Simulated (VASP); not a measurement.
Set up this calculation in VASP 6.6.1, as the native input.

| Item | Value |
| --- | --- |
| Task | single point |
| Functional | PBE |
| Potentials or basis | VASP PAW PBE potentials, release 64 (Sb, W_sv) |
| Cutoff | 520 eV |
| k mesh | 7 × 7 × 7 |
| Occupations | tetrahedron |
| Spin | no spin polarisation |
| Further INCAR settings | ALGO = Normal; EDIFF = 1e-06 |

The structure of SbW2 lies in POSCAR:

```
SbW2
1.0
    0.0000000000      3.1330100000      3.1330100000
    3.1330100000      0.0000000000      3.1330100000
    3.1330100000      3.1330100000      0.0000000000
Sb W
1 2
Cartesian
    3.1330100000      3.1330100000      3.1330100000
    1.5665050000      1.5665050000      1.5665050000
    4.6995150000      4.6995150000      4.6995150000
```

The cell was built by a generator and needn't be a form met in nature.

The input as run:

INCAR

```
SYSTEM = SbW2
  ALGO = Normal
  EDIFF = 1E-6
  ENCUT = 520
  GGA = PE
  ISIF = 2
  ISMEAR = -5
  LASPH = .True.
  LCHARG = .True.
  LELF = .True.
  LREAL = .False.
  LVHAR = .True.
  LWAVE = .False.
  NELM = 100
  PREC = Accurate
  SIGMA = 0.05
```

KPOINTS

```
k-points
0
Gamma
  7 7 7
  0 0 0
```

Potentials or basis: VASP PAW PBE potentials, release 64 (Sb, W_sv).

The run is started by

```console
$ cat potpaw_PBE.64/Sb/POTCAR potpaw_PBE.64/W_sv/POTCAR > POTCAR
$ mpirun -np 1 vasp_std > vasp.out
```

It gave:

The pressure is 0.2 GPa.

Run time: 15 s on 1 thread of Intel(R) Xeon(R) 6975P-C (Granite Rapids), on a shared host, peak memory 0.2 GiB.
